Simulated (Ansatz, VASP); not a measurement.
# Zr (Zirconium): VASP beside Ansatz

One calculation is typed for both programs; each brings its own data sets. How far apart do they land? The cell is taken from a series of runs on this material, whose earlier steps may have relaxed, scaled, displaced or heated it; both programs get it as it stands.

Calculated with Ansatz 0.2.0; plane waves, with VASP 6.6.1 beside it; zone-centre phonons at LDA.

## 1. The structure

It takes space group P6_3/mmc (No. 194, hexagonal). Conventional cell: a = 3.269 Å, b = 3.269 Å, c = 4.924 Å, α = 90.00°, β = 90.00°, γ = 120.00°. Zr has 12 Zr at 3.10 to 3.27 Å nearest.

## 2. VASP: zone-centre phonons, LDA

Second derivatives magnify differences that forces hide, and they need a tight electronic threshold.

Lines of VASP's logs that name or quote its potential files are left out, and so is its time.

The input, INCAR:

```
SYSTEM = Zr
PREC = Accurate
ENCUT = 500
EDIFF = 1E-08
NELM = 120
ISMEAR = 1
SIGMA = 0.2
LREAL = .FALSE.
ALGO = Normal
GGA = PW92
NBANDS = 18
LASPH = .TRUE.
LORBIT = 11
LWAVE = .FALSE.
LCHARG = .FALSE.
ISIF = 2
IBRION = 8
GGA_COMPAT = .FALSE.
KPAR = 2
```

The input, POSCAR:

```
Zr
1.0
    3.2687436628      0.0000000000      0.0000000000
   -1.6343718314      2.8308150504      0.0000000000
    0.0000000000      0.0000000000      4.9240025457
Zr
2
Direct
    0.3333333334      0.6666666668      0.2500000000
    0.6666666668      0.3333333334      0.7500000000
```

The input, KPOINTS:

```
Automatic mesh
0
Gamma
15 15 8
0 0 0
```

The projector-augmented-wave data sets are Zr_sv (LDA family, release 64).

Run with:

```bash
$ mpirun -np 2 vasp_std
```

Numbers of over 12 decimals in the logs are rounded to 6 here.

What it wrote:

```text
[banner, memory and clock lines left out]
running    2 mpi-ranks, on    1 nodes
 distrk:  each k-point on    1 cores,    2 groups
 distr:  one band on    1 cores,    1 groups

 POSCAR found type information on POSCAR Zr
 POSCAR found :  1 types and       2 ions
|                                                                             |
|               ----> ADVICE to this user running VASP <----                  |
|                                                                             |
|     You enforced a specific xc type in the INCAR file but a different       |
|     [... a line on the potential file left out ...]
|     I HOPE YOU KNOW WHAT YOU ARE DOING!                                     |
|                                                                             |

 LDA part: xc-table for (Slater(with rela. corr.)+PW92), standard interpolation
 POSCAR, INCAR and KPOINTS ok, starting setup
 FFT: planning ... GRIDC
 FFT: planning ... GRID_SOFT
 FFT: planning ... GRID
 WAVECAR not read
 entering main loop
       N       E                     dE             d eps       ncg     rms          rms(c)
DAV:   1     0.209478102221E+03    0.20948E+03   -0.13158E+04  4868   0.129E+03
DAV:   2    -0.382291354392E+01   -0.21330E+03   -0.20992E+03  5748   0.380E+02
DAV:   3    -0.188704474805E+02   -0.15048E+02   -0.14911E+02  8648   0.731E+01
DAV:   4    -0.192521776477E+02   -0.38173E+00   -0.38120E+00  5804   0.120E+01
DAV:   5    -0.192641743548E+02   -0.11997E-01   -0.11991E-01  7242   0.148E+00    0.150E+01
DAV:   6    -0.186254357252E+02    0.63874E+00   -0.96962E-01  5284   0.747E+00    0.594E+00
DAV:   7    -0.184983893281E+02    0.12705E+00   -0.60553E-01  7178   0.500E+00    0.109E+00
DAV:   8    -0.185001260658E+02   -0.17367E-02   -0.30767E-02  6450   0.145E+00    0.279E-01
DAV:   9    -0.185003831558E+02   -0.25709E-03   -0.15660E-03  6318   0.359E-01    0.262E-02
DAV:  10    -0.185003702358E+02    0.12920E-04   -0.50570E-05  7228   0.417E-02    0.229E-02
DAV:  11    -0.185003717104E+02   -0.14747E-05   -0.77297E-06  5472   0.326E-02    0.186E-03
DAV:  12    -0.185003715996E+02    0.11081E-06   -0.39702E-07  6836   0.439E-03    0.166E-03
DAV:  13    -0.185003716091E+02   -0.94415E-08   -0.31232E-08  4828   0.107E-03
   1 F= -.18500372E+02 E0= -.18500702E+02  d E =0.990435E-03
 Linear response reoptimize wavefunctions to high precision
DAV:   1    -0.185003716120E+02   -0.29713E-08   -0.37342E-09  4286   0.573E-04
DAV:   2    -0.185003716121E+02   -0.50022E-10   -0.40986E-10  2984   0.188E-04
 Linear response DOF=           2
 Linear response progress:
  Degree of freedom:   1/  2
       N       E                     dE             d eps       ncg     rms          rms(c)
RMM:   1    -0.665280935347E+00   -0.66528E+00    0.27924E+00 21783   0.135E+01
RMM:   2    -0.618152670871E+00    0.47128E-01   -0.24198E-01 33044   0.273E+00    0.230E-01
RMM:   3    -0.619684534884E+00   -0.15319E-02   -0.38515E-02 40506   0.968E-01    0.704E-02
RMM:   4    -0.621934158384E+00   -0.22496E-02   -0.49941E-03 49112   0.351E-01    0.257E-02
RMM:   5    -0.622560405000E+00   -0.62625E-03   -0.89190E-04 48197   0.147E-01    0.172E-02
RMM:   6    -0.622610031206E+00   -0.49626E-04   -0.21210E-04 52207   0.638E-02    0.187E-02
RMM:   7    -0.622575342327E+00    0.34689E-04   -0.74447E-05 49373   0.370E-02    0.554E-03
RMM:   8    -0.622500959587E+00    0.74383E-04   -0.21036E-05 50381   0.192E-02    0.109E-02
RMM:   9    -0.622474416870E+00    0.26543E-04   -0.84576E-06 50396   0.105E-02    0.846E-03
RMM:  10    -0.622458380457E+00    0.16036E-04   -0.41849E-06 49249   0.884E-03    0.312E-03
RMM:  11    -0.622455594237E+00    0.27862E-05   -0.40722E-06 52960   0.514E-03    0.158E-03
RMM:  12    -0.622456329773E+00   -0.73554E-06   -0.23258E-06 52010   0.353E-03    0.191E-04
RMM:  13    -0.622456970444E+00   -0.64067E-06   -0.13002E-06 53879   0.230E-03    0.135E-04
RMM:  14    -0.622457099114E+00   -0.12867E-06   -0.67258E-07 52813   0.157E-03    0.127E-04
[...]
RMM:  23    -0.622456949530E+00    0.31685E-08    0.49912E-07 50449   0.449E-04    0.538E-06
RMM:  24    -0.622456952403E+00   -0.28724E-08    0.45838E-07 50089   0.418E-04    0.740E-06
RMM:  25    -0.622456931199E+00    0.21204E-07    0.42541E-07 49694   0.395E-04    0.743E-06
RMM:  26    -0.622456945062E+00   -0.13863E-07    0.39034E-07 49158   0.373E-04    0.998E-06
RMM:  27    -0.622456953912E+00   -0.88506E-08    0.36331E-07 46913   0.355E-04    0.128E-05
RMM:  28    -0.622456907079E+00    0.46833E-07    0.33374E-07 48056   0.341E-04    0.121E-05
RMM:  29    -0.622456874472E+00    0.32607E-07    0.30781E-07 49567   0.327E-04    0.125E-05
RMM:  30    -0.622456876704E+00   -0.22314E-08    0.28321E-07 45805   0.314E-04    0.143E-05
 first order change of Fermi-energy   0.18833E-04
 force on displaced ion       1 direction 1 :  -0.770  -0.001   0.000
 Linear response progress:
  Degree of freedom:   2/  2
       N       E                     dE             d eps       ncg     rms          rms(c)
RMM:   1    -0.759807675737E+00   -0.75981E+00    0.30243E+00  7566   0.136E+01
RMM:   2    -0.710299334742E+00    0.49508E-01   -0.26547E-01 11187   0.277E+00    0.244E-01
RMM:   3    -0.713196182133E+00   -0.28968E-02   -0.45009E-02 13722   0.989E-01    0.817E-02
RMM:   4    -0.715936631865E+00   -0.27404E-02   -0.58695E-03 15453   0.356E-01    0.325E-02
RMM:   5    -0.716267449203E+00   -0.33082E-03   -0.10893E-03 16127   0.150E-01    0.192E-02
RMM:   6    -0.716073901158E+00    0.19355E-03    0.39954E-04 16710   0.682E-02    0.927E-03
RMM:   7    -0.716085812778E+00   -0.11912E-04    0.10130E-04 17065   0.348E-02    0.579E-03
RMM:   8    -0.716094181842E+00   -0.83691E-05   -0.11206E-04 16936   0.183E-02    0.163E-03
RMM:   9    -0.716076351623E+00    0.17830E-04   -0.57088E-05 17544   0.106E-02    0.501E-04
RMM:  10    -0.716076360033E+00   -0.84105E-08   -0.28743E-05 17580   0.607E-03    0.221E-04
RMM:  11    -0.716078807882E+00   -0.24478E-05   -0.35497E-05 17681   0.383E-03    0.138E-04
RMM:  12    -0.716079891444E+00   -0.10836E-05   -0.22658E-05 17270   0.281E-03    0.586E-05
RMM:  13    -0.716079449969E+00    0.44147E-06   -0.11554E-05 17642   0.210E-03    0.675E-05
RMM:  14    -0.716079569527E+00   -0.11956E-06   -0.64198E-06 17159   0.166E-03    0.576E-05
[...]
RMM:  34    -0.716082180307E+00    0.49367E-07   -0.11649E-06 16134   0.281E-04    0.859E-06
RMM:  35    -0.716082102431E+00    0.77875E-07   -0.12770E-06 16058   0.278E-04    0.222E-06
RMM:  36    -0.716082080093E+00    0.22339E-07   -0.13582E-06 16110   0.271E-04    0.881E-07
RMM:  37    -0.716082068959E+00    0.11134E-07   -0.13761E-06 16300   0.267E-04    0.207E-06
RMM:  38    -0.716082072308E+00   -0.33488E-08   -0.14126E-06 14683   0.264E-04    0.247E-06
RMM:  39    -0.716082073805E+00   -0.14976E-08   -0.14215E-06 13470   0.262E-04    0.266E-06
RMM:  40    -0.716082076617E+00   -0.28113E-08   -0.14305E-06 13112   0.260E-04    0.286E-06
RMM:  41    -0.716082079332E+00   -0.27159E-08   -0.13999E-06 14540   0.259E-04    0.261E-06
 first order change of Fermi-energy  -0.12661E-03
 force on displaced ion       1 direction 3 :  -0.000   0.000  -5.200
 Linear response finished
```

Parts of OUTCAR (step 2):

```text
ion  position               nearest neighbor table
   1  0.333  0.667  0.250-   2 3.10   2 3.10   2 3.10   2 3.10   2 3.10   2 3.10
   2  0.667  0.333  0.750-   1 3.10   1 3.10   1 3.10   1 3.10   1 3.10   1 3.10

  LATTYP: Found a hexagonal cell.
 ALAT       =     3.2687436628
 C/A-ratio  =     1.5063899325

 Subroutine GETGRP returns: Found 24 space group operations
 (whereof 12 operations were pure point group operations)

The static configuration has the point symmetry D_3d.
 The point group associated with its full space group is D_6h.

 Found    135 irreducible k-points:

   k-points           NKPTS =    135   k-points in BZ     NKDIM =    135   number of bands    NBANDS=     18

   dimension x,y,z NGX =    24 NGY =   24 NGZ =   36
   dimension x,y,z NGXF=    48 NGYF=   48 NGZF=   72

   ENCUT  =  500.0 eV  36.75 Ry    6.06 a.u.   5.96  5.96  8.98*2*pi/ulx,y,z

   NELECT =      24.0000    total number of electrons

 k-points in reciprocal lattice and weights: Automatic mesh
   0.00000000  0.00000000  0.00000000       0.001
   0.06666667 -0.00000000  0.00000000       0.003
   0.13333333 -0.00000000  0.00000000       0.003
   0.20000000 -0.00000000  0.00000000       0.003
   0.26666667 -0.00000000  0.00000000       0.003
   0.33333333  0.00000000  0.00000000       0.003
   0.40000000  0.00000000  0.00000000       0.003
   0.46666667  0.00000000  0.00000000       0.003
   0.06666667  0.06666667  0.00000000       0.003
[...]
0.33333333  0.26666667  0.50000000       0.007
   0.33333333  0.33333333  0.50000000       0.001

 average (electrostatic) potential at core
       1 -74.2063       2 -74.2063

  Total       -1.6015621     -1.6015621      0.0028177      0.0000000      0.0000000      0.0000000
  in kB      -56.3175470    -56.3175470      0.0990824      0.0000000      0.0000000      0.0000000
  external PRESSURE =     -37.5120039 kB  Pullay stress =       0.0000000 kB

  energy-cutoff  :      500.00
  volume of cell :       45.56
      direct lattice vectors                 reciprocal lattice vectors
     3.268743663  0.000000000  0.000000000     0.305927935  0.176627576  0.000000000
    -1.634371831  2.830815050  0.000000000     0.000000000  0.353255152  0.000000000
     0.000000000  0.000000000  4.924002546     0.000000000  0.000000000  0.203086816

 POSITION                                       TOTAL-FORCE (eV/Angst)
 -----------------------------------------------------------------------------------
      0.00000      1.88721      1.23100         0.000000     -0.000000     -0.000000
      1.63437      0.94361      3.69300        -0.000000      0.000000      0.000000
 -----------------------------------------------------------------------------------
    total drift:                               -0.000000     -0.000000      0.000000

 Eigenvectors and eigenvalues of the dynamical matrix
 ----------------------------------------------------

   1 f  =    5.278278 THz    33.164398 2PiTHz  176.064396 cm-1    21.829193 meV
             X         Y         Z           dx          dy          dz
      0.000000  1.887210  1.231001     0.000000    0.000000    0.707107
      1.634372  0.943605  3.693002     0.000000    0.000000   -0.707107

   2 f  =    2.031708 THz    12.765598 2PiTHz   67.770484 cm-1     8.402465 meV
             X         Y         Z           dx          dy          dz
      0.000000  1.887210  1.231001     0.707107    0.000000    0.000000
      1.634372  0.943605  3.693002    -0.707107    0.000000    0.000000

   3 f  =    2.031708 THz    12.765598 2PiTHz   67.770484 cm-1     8.402465 meV
             X         Y         Z           dx          dy          dz
      0.000000  1.887210  1.231001     0.000000    0.707107   -0.000000
      1.634372  0.943605  3.693002     0.000000   -0.707107   -0.000000

   4 f  =    0.000000 THz     0.000000 2PiTHz    0.000002 cm-1     0.000000 meV
             X         Y         Z           dx          dy          dz
      0.000000  1.887210  1.231001     0.000000   -0.592261   -0.386299
      1.634372  0.943605  3.693002     0.000000   -0.592261   -0.386299

   5 f  =    0.000000 THz     0.000000 2PiTHz    0.000000 cm-1     0.000000 meV
             X         Y         Z           dx          dy          dz
      0.000000  1.887210  1.231001    -0.707107    0.000000    0.000000
      1.634372  0.943605  3.693002    -0.707107    0.000000    0.000000

   6 f/i=    0.000000 THz     0.000000 2PiTHz    0.000001 cm-1     0.000000 meV
             X         Y         Z           dx          dy          dz
      0.000000  1.887210  1.231001     0.000000    0.386299   -0.592261
      1.634372  0.943605  3.693002     0.000000    0.386299   -0.592261

 ELASTIC MODULI CONTR FROM IONIC RELAXATION (kBar)
 Direction    XX          YY          ZZ          XY          YZ          ZX
 --------------------------------------------------------------------------------
 XX        -135.8533    135.8533     -0.0000     -0.0000     -0.0000      0.0000
 YY         135.8533   -135.8533      0.0000      0.0000      0.0000     -0.0000
 ZZ          -0.0000      0.0000     -0.0000     -0.0000      0.0000     -0.0000
 XY          -0.0000      0.0000     -0.0000   -135.8533      0.0000     -0.0000
 YZ          -0.0000      0.0000      0.0000      0.0000     -0.0000      0.0000
 ZX           0.0000     -0.0000     -0.0000     -0.0000      0.0000     -0.0000
 --------------------------------------------------------------------------------
```

Energies printed during the response cycles are not total energies of the cell.

[end of part 1 of 2]

[Lines on the potential files, build, host, timing and source positions are cut from VASP's logs without a mark.]

[Logs are printed without paths, hosts, clocks, repeated set-up lines and the standing remarks that a program may print on its own settings, such as how far it seeks lower states.]

[Hosts, paths, dates, database ids (printed as entryN), source tags and the programs' standing remarks are cut or masked in the printed files.]
